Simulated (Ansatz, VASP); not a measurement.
# Al3GaAs4 (alloy, x = 0.25, one random ordering in a cell of 16 atoms (invented)): VASP beside Ansatz

Aim: how closely do two programs agree when they are given the same cell, functional and k mesh? The cell is generated by rule, not measured, and may not be a known phase. The cell is taken from a series of runs on this material, whose earlier steps may have relaxed, scaled, displaced or heated it; both programs get it as it stands.

Method: plane waves, with VASP 6.6.1 beside it; relaxation of cell and atoms at r2SCAN, in Ansatz 0.2.0.

## 1. Set-up

It takes space group Amm2 (No. 38, orthorhombic). Conventional cell: a = 4.015 Å, b = 8.026 Å, c = 11.340 Å, α = 90.00°, β = 90.00°, γ = 90.00°. Ga has 4 As at 2.46 Å nearest. Al has 4 As at 2.45 to 2.46 Å nearest. Nearest to Al lie 4 As at 2.46 Å. As has 3 Al at 2.46 Å and 1 Ga at 2.46 Å nearest. As has 2 Al at 2.46 Å and 2 Ga at 2.46 Å nearest. Nearest to As lie 4 Al at 2.45 to 2.46 Å. Farther neighbours are not listed.

## 2. Ansatz: relaxation of cell and atoms, r2SCAN, pair 1

Ansatz runs on its PAW soft_1 files.

The relaxed volume is the usual yardstick between codes: in a stiff, nearly cubic crystal its relative difference is about their pressure difference at one cell divided by the bulk modulus.

The input, input.yaml:

```yaml
crystal:
  lattice:
    - [4.0152094768, 0.0, 0.0]
    - [0.0, 4.0131565675, 5.6699111993]
    - [0.0, -4.0131565675, 5.6699111993]
  atoms:
    - { symbol: Ga, position: [0.0, 9.37092e-05, 9.37092e-05] }
    - { symbol: Al, position: [0.5, 0.499355819, 0.000606399] }
    - { symbol: Al, position: [0.0, 0.4997963808, 0.4997963808] }
    - { symbol: Al, position: [0.5, 0.000606399, 0.499355819] }
    - { symbol: As, position: [0.0, 0.3756224867, 0.8748495233] }
    - { symbol: As, position: [0.5, 0.8745566399, 0.8745566399] }
    - { symbol: As, position: [0.0, 0.8748495233, 0.3756224867] }
    - { symbol: As, position: [0.5, 0.3751190421, 0.3751190421] }
kpoints:
  mp_grid: { grid: [6, 4, 4] }
hamiltonian:
  xc: r2scan
  pseudopotentials: { kind: paw, azcp: { folder: soft_1 } }
scf:
  occupations: { method: fixed }
output:
  forces: true
  stress: true
  eigenvalues: true
  write_density: true
  write_potential: true
  elf: true
  volumetric_format: npy
relax:
  adjacent_minimum: "off"
  f_tol: 0.001
  max_steps: 60
  cell: { stress_tol: 0.01 }
```

Launch:

```console
ansatz run input.yaml --threads 4 --pin off --max-ram 10240MiB --backend cpu --events-out ev --progress --plain --runs-dir out
```

Numbers of over 12 decimals in the logs are rounded to 6 here.

Log:

```text
Engine: ansatz 0.2.0, x86_64-unknown-linux-gnu
Pseudopotentials: kind: paw
Pseudopotential: Ga, paw, valence charge 13, recommended cutoff 500 eV (meta_gga), soft_1/Ga.paw.azcp
Pseudopotential: Al, paw, valence charge 3, recommended cutoff 500 eV (meta_gga), soft_1/Al.paw.azcp
Pseudopotential: As, paw, valence charge 15, recommended cutoff 500 eV (meta_gga), soft_1/As.paw.azcp
Functional definition: r2SCAN
  parameter k0 = 0.174
  parameter k1 = 0.065
  parameter a1 = 4.9479
  exchange = r2scan_x(k0 = k0, k1 = k1, a1 = a1)
  correlation = r2scan_c
Crystal: 8 atoms, lattice volume = 182.726 Å³
Basis set: ecut = 500 eV, 4689 PW (Γ), exchange–correlation on 120×216×216 points (64 copies of the dense FFT grid, shifted against one another)
Bands: 50, of which v1, the nominal top of the filled ones, is band 41 counted from 1 (40 counted from 0)
Symmetry: 4 space group operations
Space group: Amm2 (ITA 38), of the structure as read, at distance tolerance 5.7e-5 Å
k-points: 28 of 96 (time reversal used)
Non-local potential: Ga, projectors of the file, l = 0: 2, l = 1: 2, l = 2: 3, l = 3: 1
Non-local potential: Al, projectors of the file, l = 0: 2, l = 1: 2, l = 2: 1
Non-local potential: As, projectors of the file, l = 0: 2, l = 1: 2, l = 2: 3, l = 3: 1
PAW form: soft (Blöchl's): semilocal exchange-correlation on the pseudo side does not see the compensation charge
PAW frozen core: Ga, regenerated for the run's functional (the file was generated under x = pbe(κ = 0.804, μ = 0.219515), c = pbe(β = 0.066725))
PAW frozen core: Al, regenerated for the run's functional (the file was generated under x = pbe(κ = 0.804, μ = 0.219515), c = pbe(β = 0.066725))
PAW frozen core: As, regenerated for the run's functional (the file was generated under x = pbe(κ = 0.804, μ = 0.219515), c = pbe(β = 0.066725))
PAW one-centre angular grid: Ga, 590 points (default); XC on 160 Gauss nodes
PAW one-centre angular grid: Al, 302 points (default); XC on 160 Gauss nodes
PAW one-centre angular grid: As, 590 points (default); XC on 160 Gauss nodes
Initial density: superposition of atomic densities (chi_scale 0.1, normalization cell, long waves kept (reshape's long-wave potential 0.03 eV rms))
Initial wavefunctions: pseudopotential atomic-orbital guess
Functional: x = r2scan, c = r2scan; τ floored in thin density (d = 2e-4 eV/Å³)
SCF iter   1: F=—  HF=-24874.600480 eV  |F-HF|=—  |Δ(HF+E_count)|=         —  Δρ=4.27e-2  dr2=2.89e0  dr2_τ=3.99e-2  ethr=3.10e-3  ⟨swp⟩=4.8  Hψ=4728  notcnv=0  defer=157
preconditioner: auto → Resta (q_TF=auto, 2.387 Å⁻¹)  ε∞=3.2  [insulator: Δε(μ)=1.557 eV  Ē_g=11.957 eV  n_scr=36 (ndim 8)  ℏωp=17.8 eV  f_vac=0.000  ε∞_Penn≈3.2]
SCF iter   2: F=—  HF=-24874.469132 eV  |F-HF|=—  |Δ(HF+E_count)|=   1.31e-1  Δρ=2.39e-2  dr2=9.11e-1  dr2_τ=5.86e-3  ethr=3.10e-3  ⟨swp⟩=2.4  Hψ=1802  notcnv=0  defer=184
SCF iter   3: F=—  HF=-24874.553940 eV  |F-HF|=—  |Δ(HF+E_count)|=   8.48e-2  Δρ=5.40e-3  dr2=6.04e-2  dr2_τ=8.35e-4  ethr=1.11e-3  ⟨swp⟩=3.0  Hψ=2533  notcnv=0  defer=180
SCF iter   4: F=—  HF=-24874.509949 eV  |F-HF|=—  |Δ(HF+E_count)|=   4.40e-2  Δρ=2.32e-3  dr2=6.97e-3  dr2_τ=7.01e-5  ethr=7.36e-5  ⟨swp⟩=3.0  Hψ=2572  notcnv=0  defer=196
SCF iter   5: F=—  HF=-24874.513824 eV  |F-HF|=—  |Δ(HF+E_count)|=   3.88e-3  Δρ=7.32e-4  dr2=9.90e-4  dr2_τ=2.05e-5  ethr=8.50e-6  ⟨swp⟩=3.0  Hψ=2565  notcnv=0  defer=195
SCF iter   6: F=—  HF=-24874.512394 eV  |F-HF|=—  |Δ(HF+E_count)|=   1.43e-3  Δρ=2.13e-4  dr2=6.94e-5  dr2_τ=1.41e-6  ethr=1.21e-6  ⟨swp⟩=2.0  Hψ=2512  notcnv=0  defer=196
SCF iter   7: F=—  HF=-24874.512440 eV  |F-HF|=—  |Δ(HF+E_count)|=   4.62e-5  Δρ=6.46e-5  dr2=8.92e-6  dr2_τ=1.32e-7  ethr=8.46e-8  ⟨swp⟩=2.0  Hψ=2548  notcnv=0  defer=152
SCF iter   8: F=—  HF=-24874.512442 eV  |F-HF|=—  |Δ(HF+E_count)|=   2.42e-6  Δρ=1.12e-5  dr2=3.92e-7  dr2_τ=3.52e-9  ethr=1.09e-8  ⟨swp⟩=2.0  Hψ=2456  notcnv=0  defer=169
SCF iter   9: F=-24874.512442 eV  HF=-24874.512442 eV  |F-HF|=3.66e-8  |Δ(HF+E_count)|=   1.02e-7  Δρ=3.49e-6  dr2=2.97e-8  dr2_τ=5.51e-10  ethr=1.22e-10  ⟨swp⟩=17.6  Hψ=12539  notcnv=0
SCF 1 converged in 9 iterations: F = -24874.512442 eV  dr2 = 2.97e-8
  Residual-converged pass: ⟨swp⟩=1.0  Hψ=1512  notcnv=0  max |occ|·‖R‖ = 7.1e-9 eV (tolerance 1.0e-8 eV)  dr2=2.97e-8  dr2_τ=5.51e-10  dr2_onsite=4.88e-8  max |Δocc| = 0.0e0
  greatest PAW one-centre occupation: 0.999 electrons in one spin orbital (limit 2), on the As atom at site 5 (counted from 0), in its partial waves of l = 2
relax step   1: F+E_penalty+E_count = -24874.51244232 eV  Δ(F+E_penalty+E_count) = +0.000e0 eV  max|allowed force component| = 2.276e-3 eV/Å  Δτ_max = 0.0000 Å  P = -0.005 GPa  Ω = 182.726 Å³  (9 SCF iters, dr2 threshold 1.00e-7 eV, accepted)
[...]
relax step   2: F+E_penalty+E_count = -24874.51244499 eV  Δ(F+E_penalty+E_count) = -2.670e-6 eV  max|allowed force component| = 9.345e-4 eV/Å  Δτ_max = 0.0003 Å  P = -0.000 GPa  Ω = 182.713 Å³  energy of the carried Pulay correction = +1.565e-6 eV  (6 SCF iters, dr2 threshold 3.24e-10 eV, accepted)
[...]
relax step   3: F+E_penalty+E_count = -24874.51244388 eV  Δ(F+E_penalty+E_count) = +1.102e-6 eV  max|allowed force component| = 9.329e-4 eV/Å  Δτ_max = 0.0000 Å  P = -0.000 GPa  Ω = 182.713 Å³  stress off target by 2.21e-3 GPa  SCF on the basis re-selected at this cell (its energy is not comparable with the rows above)  (4 SCF iters)
basis re-selected at this cell: Δ(F+E_penalty+E_count) = +1.102e-6 eV, ΔP = -0.000 GPa vs the last step (what re-selecting the basis moved, of the pressure what is left beyond the Pulay correction that the steps carried, after the strain that the cell walked since its last selection, with what the two solves' SCF thresholds leave and, on support functions, any second-order correction that the steps lacked; it is no m [...]
SCF converged after 4 iterations
Free energy (F): -24874.512444 eV
Harris-Foulkes:  -24874.512444 eV  (|F-HF|=7.28e-12)
Internal energy: -24874.512444 eV  (E = F + TS)
E sigma→0 (E₀):  -24874.512444 eV
Fermi energy:    6.251548 eV
--- Per-component energies (eV) ---
  E_band       = -1201.303959
  E_kinetic    = 572.282587
  E_local      = -11328.131387  (includes V_loc(G=0)·N_el)
  E_nonlocal   = -1635.409058
  E_hartree    = 6279.847667
  E_xc         = -428.414188
  E_vxc        = -466.399821  (∫ρ·V_xc dr)
  E_paw        = -11530.150445  (= ΣΔE_a)
  E_vpaw       = -926.256331  (= ΣTr[D̂ρ^β])
  E_aug_tail   = 0.000111  (compensation charges beyond the density's cutoff)
  E_vtau       = 22.914604  (kinetic-family band-sum trace: ∫τ·v_τ [+ j·A + Jᵃ·Aᵃ] dr)
  E_ewald      = -6797.874764
  E_core_change = -6.662967  (= ΣΔE_core)
  E_smearing   = -0.000000  (= −TS)
  E_closure    = -0.000000  (closes the sum)
  Σ components = -24874.512444   (vs F -24874.512444, Δ=0.00e0)
--- Forces (eV/Å), atoms counted from 1 ---
  atom   1  Ga    -0.00000000     0.00000000    -0.00022619
  atom   2  Al    -0.00000000     0.00057465     0.00000383
  atom   3  Al    -0.00000000     0.00000000     0.00093429
  atom   4  Al    -0.00000000    -0.00057465     0.00000383
  atom   5  As     0.00000000    -0.00047211    -0.00004701
  atom   6  As     0.00000000     0.00000000     0.00009537
  atom   7  As     0.00000000     0.00047211    -0.00004701
  atom   8  As     0.00000000     0.00000000    -0.00070574
  max |Σ_I F_I| component: 1.14e-5 eV/Å
--- Stress (GPa, compression-positive) ---
       -0.002211       0.000000       0.000000
        0.000000       0.001406       0.000000
        0.000000       0.000000       0.000532
  P = ⅓ Tr σ = -0.0001 GPa (-0.001 kbar)
--- Band table (eV; the first three rows and the last of 28) ---
  k-point 0: bands = [... 37 lower, 5.3404, 6.2447, 6.2486, 6.2515, 7.8258, 8.0715, 8.7814, 8.8285, ... 5 higher]
  k-point 1: bands = [... 37 lower, 5.4108, 5.4210, 6.0722, 6.0738, 8.3233, 8.5789, 9.2410, 9.5265, ... 5 higher]
  k-point 2: bands = [... 37 lower, 5.6236, 5.6341, 5.7861, 5.7911, 8.6407, 9.1100, 9.2289, 9.2662, ... 5 higher]
  k-point 27: bands = [... 37 lower, 5.2919, 5.3045, 5.3478, 5.3529, 7.9574, 8.0467, 8.0574, 8.8361, ... 5 higher]
--- Relaxed structure (2 steps of the walk, 2 accepted, 1 SCFs on fresh bases) ---
  F+E_penalty+E_count = -24874.51244388 eV   max|allowed force component| = 9.329e-4 eV/Å   (the final SCF, on the basis selected at the relaxed cell)
  cell:  # Å, volume = 182.7132 Å³
    - [4.015393, 0.0, 0.0]
    - [0.0, 4.012927, 5.669578]
    - [0.0, -4.012927, 5.669578]
  atoms:
    - { symbol: Ga, position: [0.0, 8.919843801773216e-5, 8.919843801773216e-5] }
    - { symbol: Al, position: [0.5, 0.499321, 0.000636737] }
    - { symbol: Al, position: [0.0, 0.499780, 0.499780] }
    - { symbol: Al, position: [0.5, 0.000636737, 0.499321] }
    - { symbol: As, position: [0.0, 0.375642, 0.874832] }
    - { symbol: As, position: [0.5, 0.874554, 0.874554] }
    - { symbol: As, position: [0.0, 0.874832, 0.375642] }
    - { symbol: As, position: [0.5, 0.375144, 0.375144] }
```

The column dr2 measures how far the density is from self-consistency, as an energy; F and HF (Harris–Foulkes) agree once it is small.

[end of part 1 of 2]

[Lines on the potential files, build, host, timing and source positions are cut from VASP's logs without a mark.]

[Logs are printed without paths, hosts, clocks, repeated set-up lines and the standing remarks that a program may print on its own settings, such as how far it seeks lower states.]

[Hosts, paths, dates, database ids (printed as entryN), source tags and the programs' standing remarks are cut or masked in the printed files.]
